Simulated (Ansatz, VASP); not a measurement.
## WAu (W-Au-Au-W stack, (100) layers): VASP beside Ansatz

Wanted: the spread between two codes on one cell, functional and k mesh. The structure shown is the end of the Ansatz relaxation below.

Program: Ansatz 0.2.0. Level of theory: plane waves, with VASP 6.6.1 beside it; PBE. Results are calculated unless marked as measured.

### 1. Set-up

The cell holds 4 atoms: 2 W and 2 Au. Its edges and angles: a = 2.681 Å, b = 2.681 Å, c = 37.456 Å, α = 90.0°, β = 90.0°, γ = 90.0°. It derives from WAu. Vacuum lies along c. The height across the vacuum is the one that the program set for its solve, not the one typed.

As a file:

```cif
data_structure
_symmetry_space_group_name_H-M 'P 1'
_symmetry_Int_Tables_number 1
_cell_length_a 2.6807
_cell_length_b 2.6807
_cell_length_c 37.4565
_cell_angle_alpha 90.000
_cell_angle_beta 90.000
_cell_angle_gamma 90.000
_cell_volume 269.18
loop_
_atom_site_label
_atom_site_type_symbol
_atom_site_fract_x
_atom_site_fract_y
_atom_site_fract_z
_atom_site_occupancy
W1 W 0.00000 0.00000 0.13722 1
W2 W 0.50000 0.50000 0.31985 1
Au3 Au 0.50000 0.50000 0.19581 1
Au4 Au 0.00000 0.00000 0.26126 1
```

### 2. Ansatz: relaxation, PBE

Ansatz runs on its PAW soft_1 files.

This run makes the geometry at which the two programs are then compared.

Input file input.yaml:

```yaml
crystal:
  lattice:
    - [2.6854448152, 0.0, 0.0]
    - [0.0, 2.6854448152, 0.0]
    - [0.0, 0.0, 36.0400001536]
  atoms:
    - { symbol: W, position: [0.0, 0.0, 0.1427824519] }
    - { symbol: Au, position: [0.5, 0.5, 0.2034809221] }
    - { symbol: Au, position: [0.0, 0.0, 0.2715468229] }
    - { symbol: W, position: [0.5, 0.5, 0.3322452931] }
  periodic: [true, true, false]
kpoints:
  mp_grid: { grid: [12, 12, 1] }
hamiltonian:
  xc: pbe
  pseudopotentials: { kind: paw, azcp: { folder: soft_1 } }
scf:
  occupations: { method: gaussian, width: 0.1 }
output:
  forces: true
  stress: true
  eigenvalues: true
relax:
  adjacent_minimum: "off"
  f_tol: 0.005
  max_steps: 80
  cell: { stress_2d_tol: 0.02 }
```

Launch:

```sh
$ ansatz run input.yaml --threads 4 --pin off --max-ram 12288MiB --backend cpu --events-out ev --progress --plain --runs-dir out
```

Numbers of over 12 decimals in the logs are rounded to 6 here.

Output:

```text
Warning: crystal.periodic: the lattice vector that does not repeat stood 0.000° off the slab's normal, 36.040 Å along it as the deck builds it. The run solves the slab on a vector along the normal, 37.456 Å long, with every atom where it was (on the deck's vector they left 29.21 Å outside them, and the widest stretch free of ions among them is 2.45 Å). A fractional position that the run reports is one of the run's ce [...]
crystal.periodic: the lattice vector that does not repeat stood 0.000° off the slab's normal, 36.040 Å along it as the deck builds it. The run solves the slab on a vector along the normal, 37.456 Å long, with every atom where it was (on the deck's vector they left 29.21 Å outside them, and the widest stretch free of ions among them is 2.45 Å). A fractional position that the run reports is one of the run's cell, which [...]
Engine: ansatz 0.2.0, aarch64-unknown-linux-gnu
Pseudopotentials: kind: paw
Pseudopotential: W, paw, valence charge 14, recommended cutoff 420 eV (normal), soft_1/W.paw.azcp
Pseudopotential: Au, paw, valence charge 19, recommended cutoff 420 eV (normal), soft_1/Au.paw.azcp
Functional definition: PBE
  parameter kappa = 0.804
  parameter beta = 0.066725
  exchange = pbe_x(kappa = kappa, mu = beta*pi^2/3)
  correlation = pbe_c(beta = beta)
Crystal: 4 atoms, lattice volume = 270.122 Å³
Basis set: ecut = 420 eV, 5361 PW (Γ), exchange–correlation on 36×36×512 points (8 copies of the dense FFT grid, shifted against one another)
Bands: 40, of which v1, the nominal top of the filled ones, is band 33 counted from 1 (32 counted from 0)
Symmetry: 16 space group operations
Space group: P4/nmm (ITA 129), of the structure as read, at distance tolerance 6.5e-5 Å
k-points: 28 of 144
Non-local potential: W, projectors of the file, l = 0: 3, l = 1: 2, l = 2: 2, l = 3: 1
Non-local potential: Au, projectors of the file, l = 0: 3, l = 1: 2, l = 2: 2, l = 3: 1
PAW form: soft (Blöchl's): semilocal exchange-correlation on the pseudo side does not see the compensation charge
PAW one-centre angular grid: W, 590 points (default); XC on 64 Gauss nodes
PAW one-centre angular grid: Au, 590 points (default); XC on 64 Gauss nodes
Initial density: superposition of atomic densities (neutral atoms: chi_scale 0, normalization atom)
Initial wavefunctions: pseudopotential atomic-orbital guess
Functional: x = pbe(κ = 0.804, μ = 0.219515), c = pbe(β = 0.066725)
SCF iter   1: F=—  HF=-47073.170431 eV  |F-HF|=—  |Δ(HF+E_count)|=         —  Δρ=6.46e-2  dr2=4.76e1  ethr=3.10e-3  ⟨swp⟩=14.9  Hψ=8065  notcnv=0
preconditioner: auto → LDOS  [metal: Δε(μ)=0.018 eV  Ē_g=5.338 eV  σ=0.100 eV  W_gap=0.10  n_scr=24 (ndim 8)  ℏωp=13.2 eV  f_vac=0.698  D(μ)=3.07/eV (n_scr^D=16)  β→1.0]
SCF iter   2: F=—  HF=-47070.665783 eV  |F-HF|=—  |Δ(HF+E_count)|=    2.50e0  Δρ=3.04e-2  dr2=4.65e0  ethr=3.10e-3  ⟨swp⟩=4.4  Hψ=3217  notcnv=0  defer=50
[...]
SCF iter   4: F=—  HF=-47069.551549 eV  |F-HF|=—  |Δ(HF+E_count)|=   3.04e-5  Δρ=9.86e-6  dr2=3.29e-7  ethr=9.12e-9  ⟨swp⟩=3.7  Hψ=2436  notcnv=0
SCF iter   5: F=—  HF=-47069.551549 eV  |F-HF|=—  |Δ(HF+E_count)|=   2.54e-7  Δρ=3.93e-6  dr2=2.57e-8  ethr=4.99e-10  ⟨swp⟩=3.4  Hψ=2487  notcnv=0
SCF iter   6: F=—  HF=-47069.551549 eV  |F-HF|=—  |Δ(HF+E_count)|=   2.34e-7  Δρ=1.05e-6  dr2=2.58e-9  ethr=3.89e-11  ⟨swp⟩=3.6  Hψ=2381  notcnv=0
SCF iter   7: F=—  HF=-47069.551549 eV  |F-HF|=—  |Δ(HF+E_count)|=   3.88e-8  Δρ=1.92e-7  dr2=8.41e-11  ethr=3.91e-12  ⟨swp⟩=3.3  Hψ=2089  notcnv=0
SCF iter   8: F=—  HF=-47069.551549 eV  |F-HF|=—  |Δ(HF+E_count)|=   4.50e-9  Δρ=3.80e-8  dr2=2.57e-12  ethr=1.00e-12  ⟨swp⟩=2.6  Hψ=1826  notcnv=0
SCF iter   9: F=-47069.551549 eV  HF=-47069.551549 eV  |F-HF|=2.40e-10  |Δ(HF+E_count)|=  1.75e-10  Δρ=1.29e-8  dr2=9.51e-13  ethr=1.00e-12  ⟨swp⟩=12.8  Hψ=8066  notcnv=0
SCF 5 converged in 9 iterations: F = -47069.551549 eV  dr2 = 9.51e-13
relax step   5: F+E_penalty+E_count = -47069.55154926 eV  Δ(F+E_penalty+E_count) = -1.065e-4 eV  max|allowed force component| = 1.676e-3 eV/Å  Δτ_max = 0.0011 Å  P = -0.053 N/m  Ω = 269.255 Å³  energy of the carried Pulay correction = +9.672e-5 eV  fix = [c, alpha, beta]  reactions: c +0.000 N/m  (9 SCF iters, accepted)
[...]
relax step   6: F+E_penalty+E_count = -47069.55156201 eV  Δ(F+E_penalty+E_count) = -1.274e-5 eV  max|allowed force component| = 5.156e-5 eV/Å  Δτ_max = 0.0008 Å  P = +0.001 N/m  Ω = 269.178 Å³  energy of the carried Pulay correction = +1.053e-4 eV  fix = [c, alpha, beta]  reactions: c +0.000 N/m  (5 SCF iters, dr2 threshold 2.49e-9 eV, accepted)
[...]
relax step   7: F+E_penalty+E_count = -47069.55145101 eV  Δ(F+E_penalty+E_count) = +1.110e-4 eV  max|allowed force component| = 4.894e-5 eV/Å  Δτ_max = 0.0000 Å  P = +0.001 N/m  Ω = 269.178 Å³  fix = [c, alpha, beta]  reactions: c +0.000 N/m  stress off target by 7.71e-4 N/m on what of the cell is left free  SCF on the basis re-selected at this cell (its energy is not comparable with the rows above)  (7 SCF iters)
basis re-selected at this cell: Δ(F+E_penalty+E_count) = +1.110e-4 eV, ΔP = +0.000 N/m vs the last step (what re-selecting the basis moved, of the pressure what is left beyond the Pulay correction that the steps carried, after the strain that the cell walked since its last selection, with what the two solves' SCF thresholds leave and, on support functions, any second-order correction that the steps lacked; it is no m [...]
SCF converged after 7 iterations
Free energy (F): -47069.551451 eV
Harris-Foulkes:  -47069.551451 eV  (|F-HF|=1.16e-10)
Internal energy: -47069.534735 eV  (E = F + TS)
E sigma→0 (E₀):  -47069.543093 eV
Entropy (-TS):   -0.016716 eV (-4.179 meV/atom)
Fermi energy:    -5.432223 eV
--- Per-component energies (eV) ---
  E_band       = -2361.939825
  E_kinetic    = 1992.950224
  E_local      = -363203.804022  (includes V_loc(G=0)·N_el)
  E_nonlocal   = 144.657611
  E_hartree    = 180399.246826
  E_xc         = -962.245328
  E_vxc        = -980.802685  (∫ρ·V_xc dr)
  E_paw        = -36616.631333  (= ΣΔE_a)
  E_vpaw       = -1113.438158  (= ΣTr[D̂ρ^β])
  E_aug_tail   = 0.003544  (compensation charges beyond the density's cutoff)
  E_ewald      = 171176.287742
  E_smearing   = -0.016716  (= −TS)
  E_closure    = -0.000000  (closes the sum)
  Σ components = -47069.551451   (vs F -47069.551451, Δ=0.00e0)
--- Forces (eV/Å), atoms counted from 1 ---
  atom   1  W      0.00000000     0.00000000    -0.00004894
  atom   2  Au     0.00000000     0.00000000    -0.00003438
  atom   3  Au     0.00000000     0.00000000     0.00003438
  atom   4  W      0.00000000     0.00000000     0.00004894
  max |Σ_I F_I| component: 1.36e-20 eV/Å
--- 2D stress c σ (N/m, compression-positive) ---
        0.000771      -0.000000       0.000000
       -0.000000       0.000771       0.000000
        0.000000       0.000000       0.000000
  P = ½ c Tr σ = 0.0008 N/m
--- Band table (eV; the first three rows and the last of 28) ---
  k-point 0: bands = [... 29 lower, -8.2071, -7.9007, -7.7490, -6.8846, -6.0478, -5.3208, -2.9078, -2.9078, ... 3 higher]
  k-point 1: bands = [... 29 lower, -8.0927, -8.0026, -7.8864, -6.5937, -6.0784, -5.5609, -2.9831, -2.8602, ... 3 higher]
  k-point 2: bands = [... 29 lower, -8.2196, -8.1721, -7.6637, -6.1300, -6.0921, -5.9684, -3.0689, -2.7400, ... 3 higher]
  k-point 27: bands = [... 29 lower, -6.4908, -6.0262, -6.0262, -3.7955, -3.7955, -1.6279, -1.6279, 0.3376, ... 3 higher]
--- Relaxed structure (6 steps of the walk, 4 accepted, 1 SCFs on fresh bases) ---
  F+E_penalty+E_count = -47069.55145101 eV   max|allowed force component| = 4.894e-5 eV/Å   (the final SCF, on the basis selected at the relaxed cell)
  cell:  # Å, volume = 269.1778 Å³
    - [2.680749, 0, 0.0]
    - [0, 2.680749, 0.0]
    - [0.0, 0.0, 37.456482]
  atoms:
    - { symbol: W, position: [0, 0, 0.137216] }
    - { symbol: Au, position: [0.5, 0.5, 0.195806] }
    - { symbol: Au, position: [0, 0, 0.261258] }
    - { symbol: W, position: [0.5, 0.5, 0.319848] }
```

### 3. VASP: single point, PBE

The same cell, functional, mesh and smearing now go to VASP, with its own data sets.

Lines of VASP's logs that name or quote its potential files are left out, and so is its time.

Input file INCAR:

```
SYSTEM = WAu
PREC = Accurate
ENCUT = 520
EDIFF = 1E-06
NELM = 120
ISMEAR = 0
SIGMA = 0.1
LREAL = .FALSE.
ALGO = Normal
GGA = PE
NBANDS = 23
LASPH = .TRUE.
LORBIT = 11
LWAVE = .FALSE.
LCHARG = .FALSE.
ISIF = 2
LDIPOL = .TRUE.
IDIPOL = 3
DIPOL = 0.5 0.5 0.229
LVHAR = .TRUE.
GGA_COMPAT = .FALSE.
NELMDL = -8
KPAR = 2
```

Input file POSCAR:

```
WAu
1.0
    2.6807489179      0.0000000000      0.0000000000
    0.0000000000      2.6807489179      0.0000000000
    0.0000000000      0.0000000000     37.4564816519
W Au
2 2
Direct
    0.0000000000      0.0000000000      0.1372157326
    0.5000000000      0.5000000000      0.3198480184
    0.5000000000      0.5000000000      0.1958062366
    0.0000000000      0.0000000000      0.2612575144
```

Input file KPOINTS:

```
Automatic mesh
0
Gamma
12 12 1
0 0 0
```

The projector-augmented-wave data sets are W and Au (PBE family, release 64).

Launch:

```sh
$ mpirun -np 2 vasp_std
```

Output:

```text
[banner, memory and clock lines left out]
running    2 mpi-ranks, on    1 nodes
 distrk:  each k-point on    1 cores,    2 groups
 distr:  one band on    1 cores,    1 groups

 POSCAR found type information on POSCAR W Au
 POSCAR found :  2 types and       4 ions
 LDA part: xc-table for (Slater+PW92), standard interpolation
 POSCAR, INCAR and KPOINTS ok, starting setup
 FFT: planning ... GRIDC
 FFT: planning ... GRID_SOFT
 FFT: planning ... GRID
 WAVECAR not read
 entering main loop
       N       E                     dE             d eps       ncg     rms          rms(c)
DAV:   1     0.219616748564E+03    0.21962E+03   -0.12632E+04  1296   0.114E+03
DAV:   2    -0.136791103658E+02   -0.23330E+03   -0.22106E+03  1921   0.231E+02
DAV:   3    -0.299028152843E+02   -0.16224E+02   -0.15600E+02  1589   0.637E+01
DAV:   4    -0.303866180366E+02   -0.48380E+00   -0.47729E+00  1813   0.112E+01
DAV:   5    -0.303984578160E+02   -0.11840E-01   -0.11828E-01  1748   0.164E+00
DAV:   6    -0.303989219450E+02   -0.46413E-03   -0.46398E-03  1948   0.250E-01
DAV:   7    -0.303989291935E+02   -0.72485E-05   -0.72486E-05  1748   0.334E-02
DAV:   8    -0.303989294720E+02   -0.27856E-06   -0.27846E-06  1469   0.498E-03    0.247E+01
DAV:   9    -0.290527343082E+02    0.13462E+01   -0.13205E+01  1646   0.339E+01    0.203E+01
DAV:  10    -0.284101406647E+02    0.64259E+00   -0.85153E+00  1675   0.235E+01    0.460E+00
DAV:  11    -0.279068694602E+02    0.50327E+00   -0.43806E+00  1638   0.199E+01    0.465E+00
DAV:  12    -0.277416126094E+02    0.16526E+00   -0.49404E-01  1633   0.637E+00    0.113E+00
DAV:  13    -0.277334033842E+02    0.82092E-02   -0.96883E-02  1741   0.228E+00    0.339E-01
DAV:  14    -0.277331615553E+02    0.24183E-03   -0.12738E-02  1538   0.104E+00    0.237E-01
[...]
DAV:  19    -0.277330254868E+02   -0.31254E-04   -0.61192E-06  1156   0.976E-03    0.475E-03
DAV:  20    -0.277330344646E+02   -0.89778E-05   -0.23461E-06  1183   0.921E-03    0.165E-03
DAV:  21    -0.277330469117E+02   -0.12447E-04   -0.10927E-06   896   0.473E-03    0.317E-03
DAV:  22    -0.277330505780E+02   -0.36664E-05   -0.23585E-07   819   0.320E-03    0.116E-03
DAV:  23    -0.277330555882E+02   -0.50101E-05   -0.18686E-07   791   0.228E-03    0.715E-04
DAV:  24    -0.277330577644E+02   -0.21763E-05   -0.99794E-08   812   0.234E-03    0.501E-04
DAV:  25    -0.277330591525E+02   -0.13880E-05   -0.28071E-08   805   0.942E-04    0.406E-04
DAV:  26    -0.277330600701E+02   -0.91767E-06   -0.53435E-08   812   0.548E-04
   1 F= -.27733060E+02 E0= -.27724478E+02  d E =-.171647E-01
```

From OUTCAR (step 3):

```text
ion  position               nearest neighbor table
   1  0.000  0.000  0.137-   3 2.90   3 2.90   3 2.90   3 2.90
   2  0.500  0.500  0.320-   4 2.90   4 2.90   4 2.90   4 2.90
   3  0.500  0.500  0.196-   1 2.90   1 2.90   1 2.90   1 2.90   4 3.10   4 3.10   4 3.10   4 3.10

  LATTYP: Found a simple tetragonal cell.
 ALAT       =     2.6807489179
 C/A-ratio  =    13.9723945804

 Subroutine GETGRP returns: Found 16 space group operations
 (whereof  8 operations were pure point group operations)

The static configuration has the point symmetry C_4v.
 The point group associated with its full space group is D_4h.

 Found     28 irreducible k-points:

   k-points           NKPTS =     28   k-points in BZ     NKDIM =     28   number of bands    NBANDS=     23

   dimension x,y,z NGX =    20 NGY =   20 NGZ =  280
   dimension x,y,z NGXF=    40 NGYF=   40 NGZF=  560

   ENCUT  =  520.0 eV  38.22 Ry    6.18 a.u.   4.98  4.98 69.64*2*pi/ulx,y,z

   NELECT =      34.0000    total number of electrons

 k-points in reciprocal lattice and weights: Automatic mesh
   0.00000000  0.00000000  0.00000000       0.007
   0.08333333  0.00000000  0.00000000       0.028
   0.16666667  0.00000000  0.00000000       0.028
   0.25000000  0.00000000  0.00000000       0.028
   0.33333333  0.00000000  0.00000000       0.028
   0.41666667  0.00000000  0.00000000       0.028
   0.50000000  0.00000000  0.00000000       0.014
   0.08333333  0.08333333  0.00000000       0.028
   0.16666667  0.08333333  0.00000000       0.056
[...]
0.50000000  0.41666667  0.00000000       0.028
   0.50000000  0.50000000  0.00000000       0.007

 dipolmoment           0.000000      0.000000     -0.000000 electrons x Angstroem

 average (electrostatic) potential at core
       1 -47.7353       2 -47.7353       3 -75.9971       4 -75.9971

 E-fermi :  -1.9016

 k-point     1 :       0.0000    0.0000    0.0000
  band No.  band energies     occupation
    ...
     14      -4.6702      2.00000
     15      -4.3686      2.00000
     16      -4.2180      2.00000
     17      -3.3532      2.00000
     18      -2.5045      2.00000
     19      -1.7624      0.04893
     20       0.5888      0.00000
     21       0.5888      0.00000
     22       0.6828      0.00000
     23       0.6828      0.00000

 k-point     2 :       0.0833    0.0000    0.0000
  band No.  band energies     occupation
    ...
     15      -4.4701      2.00000
     16      -4.3547      2.00000
     17      -3.0627      2.00000
     18      -2.5380      2.00000
     19      -2.0101      1.87525
     20       0.5204      0.00000
     21       0.6360      0.00000
     22       0.7134      0.00000
     23       0.9151      0.00000

 k-point     3 :       0.1667    0.0000    0.0000
  band No.  band energies     occupation
    ...
     15      -4.6367      2.00000
     16      -4.1255      2.00000
     17      -2.5888      2.00000
     18      -2.5592      2.00000
     19      -2.4390      2.00000
     20       0.4482      0.00000
     21       0.7548      0.00000
     22       0.7943      0.00000
     23       1.5582      0.00000

  Total       -0.8542915     -0.8542915     -0.3226537      0.0000000      0.0000000      0.0000000
  in kB       -5.0848413     -5.0848413     -1.9204718      0.0000000      0.0000000      0.0000000
  external PRESSURE =      -4.0300514 kB  Pullay stress =       0.0000000 kB

  energy-cutoff  :      520.00
  volume of cell :      269.18
      direct lattice vectors                 reciprocal lattice vectors
     2.680748918  0.000000000  0.000000000     0.373030086  0.000000000  0.000000000
     0.000000000  2.680748918  0.000000000     0.000000000  0.373030086  0.000000000
     0.000000000  0.000000000 37.456481652     0.000000000  0.000000000  0.026697649

 POSITION                                       TOTAL-FORCE (eV/Angst)
 -----------------------------------------------------------------------------------
      0.00000      0.00000      5.13962         0.000000      0.000000      0.056047
      1.34037      1.34037     11.98038         0.000000     -0.000000     -0.056047
      1.34037      1.34037      7.33421         0.000000      0.000000     -0.041927
      0.00000      0.00000      9.78579        -0.000000     -0.000000      0.041927
 -----------------------------------------------------------------------------------
    total drift:                                0.000000      0.000000     -0.000002

  FREE ENERGIE OF THE ION-ELECTRON SYSTEM (eV)
  ---------------------------------------------------
  free  energy   TOTEN  =       -27.7330600701 eV

  energy  without entropy=      -27.7158953258  energy(sigma->0) =      -27.72447770

 vacuum level on the upper side and lower side of the slab         3.541         3.541

 total charge
# of ion       s       p       d       tot
------------------------------------------
    1        0.620   0.448   4.027   5.095
    2        0.620   0.448   4.027   5.095
    3        0.607   0.487   8.693   9.787
    4        0.607   0.487   8.693   9.787
--------------------------------------------------
tot          2.454   1.869  25.439  29.763

[... 3 further parts left out ...]
```

The run ends at a pressure of -0.40 GPa, with forces up to 0.056 eV/Å.

### 4. Differences

Known differences besides the potentials themselves: Ansatz cuts the interaction across the vacuum, VASP repeats the sheet with a dipole correction (LDIPOL); the data sets hold 66 valence electrons in Ansatz (on its PAW soft_1 files) and 34 in VASP; the cutoff is 420 eV in Ansatz and 520 eV in VASP. Total energies have different zeros and are not compared.

Forces (eV/Å; atoms numbered as in POSCAR):

```tsv
atom	Ansatz x, y, z	VASP x, y, z
W1	0.000, 0.000, 0.000	0.000, 0.000, 0.056
W2	0.000, 0.000, 0.000	0.000, 0.000, -0.056
Au3	0.000, 0.000, 0.000	0.000, 0.000, -0.042
Au4	0.000, 0.000, 0.000	0.000, 0.000, 0.042
```

The forces differ by 29 meV/Å r.m.s., where the r.m.s. force is 0.000 eV/Å in Ansatz and 0.029 eV/Å in VASP: the atoms lie near their places of rest in Ansatz, so a percentage would say little (all taken over all components). Where the cell holds vacuum, a pressure given here is an average over it and none of the material.

### 5. What came out

```
r.m.s. force difference (single point, PBE) : 29 meV/Å
```

The r.m.s. force difference is 29 meV/Å (single point, PBE), beyond the 12 meV/Å picked in this series as the mark of a large difference. The data sets hold unlike numbers of valence electrons (66 in Ansatz and 34 in VASP), so part of the differences may come from the potentials. What causes the difference of the single point, PBE pair stays open here. How closely two codes agree says nothing of how well the functional describes the real material.

[Lines on the potential files, build, host, timing and source positions are cut from VASP's logs without a mark.]

[Logs are printed without paths, hosts, clocks, repeated set-up lines and the standing remarks that a program may print on its own settings, such as how far it seeks lower states.]

[Hosts, paths, dates, database ids (printed as entryN), source tags and the programs' standing remarks are cut or masked in the printed files.]
